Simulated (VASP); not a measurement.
## Sb2Te3O2: relaxation of cell and atoms with PBE

The system is Sb2Te3O2.

```
Sb Te O
1.0
     4.93400    0.00000    0.00000
     0.00000    4.93400    0.00000
     0.00000    0.00000    9.24314
Sb Te O
2 3 2
Direct
  0.00000 0.00000 0.79318
  0.00000 0.00000 0.20682
  0.50000 0.50000 0.00000
  0.00000 0.50000 0.50000
  0.50000 0.00000 0.50000
  0.00000 0.00000 0.50000
  0.00000 0.00000 0.00000
```

The cell was built by a generator and needn't be a form met in nature.

```yaml
Program: VASP 6.6.1
Task: relaxation of cell and atoms
Functional: PBE
Potentials_or_basis: VASP PAW PBE potentials, release 64 (Sb, Te, O)
Cutoff: 520 eV
k_mesh: 3 × 3 × 2
Occupations: gaussian, width 0.15 eV
Spin: no spin polarisation
Further_INCAR_settings: PREC = Normal; ALGO = Fast; EDIFF = 0.0001; IBRION = 2; EDIFFG = -0.08; NSW = 24; ISIF = 3
```

```yaml
Relaxed_volume: 28.20 Å³/atom
Relaxed_cell: a = 4.608 Å, b = 4.608 Å, c = 9.299 Å, α = 90.00°, β = 90.00°, γ = 90.00°
Space_group_after_relaxing_to_0.05_Å: P4/mmm (No. 123)
Energy_gained_by_relaxing: 76.7 meV/atom
Ionic_steps: 14
Pressure_after_relaxing: -0.1 GPa
Band_gap_on_the_k_mesh: none (metal or under the smearing width)
```

The path:
```csv
step,energy change (eV),largest force (eV/Å),pressure (GPa),volume (Å³)
1,0.0000,0.7468,-3.52,225.02
2,-0.4948,0.3183,-1.02,202.61
3,-0.5116,0.4046,-0.95,199.88
4,-0.5120,0.5514,-0.10,194.47
5,-0.5172,0.5055,-0.19,196.43
6,-0.5162,0.4466,-0.56,198.45
7,-0.5175,0.4785,-0.48,197.44
8,-0.5220,0.1634,0.63,194.50
9,-0.5268,0.1415,0.34,195.74
10,-0.5334,0.0275,0.15,196.45
11,-0.5360,0.0821,0.03,197.18
12,-0.5360,0.0922,0.05,197.27
13,-0.5351,0.1495,-0.29,197.65
14,-0.5366,0.0007,-0.11,197.41
```

Final structure:
```
Sb Te O
1.0
     4.60759    0.00000    0.00000
     0.00000    4.60759    0.00000
     0.00000    0.00000    9.29883
Sb Te O
2 3 2
Cartesian
  0.0000 0.0000 7.3729
  0.0000 0.0000 1.9259
  2.3038 2.3038 0.0000
  0.0000 2.3038 4.6494
  2.3038 0.0000 4.6494
  0.0000 0.0000 4.6494
  0.0000 0.0000 0.0000
```

Levels at points of the mesh, in eV from the Fermi level:
```
           k point  band 16  band 17  band 18  band 19  band 20  band 21  band 22  band 23  band 24
(0.00, 0.00, 0.00)    -0.92    -0.74    -0.57    -0.25    -0.25     0.14     0.14     1.56     1.56
(0.00, 0.00, 0.50)    -0.98    -0.98    -0.58     0.03     0.03     0.19     0.19     1.20     1.20
```

Run time: 96 s on 1 thread of AMD EPYC 9R45 96-Core Processor (Zen 5), on a shared host, peak memory 0.2 GiB.

Caveat: the k mesh is coarse (spacing up to 0.42 Å⁻¹), so the values aren't converged; the relaxation stopped at a loose force limit of 0.08 eV/Å, so its end isn't a converged minimum. The run has no spin-orbit coupling, so splittings on Sb, Te are missing.
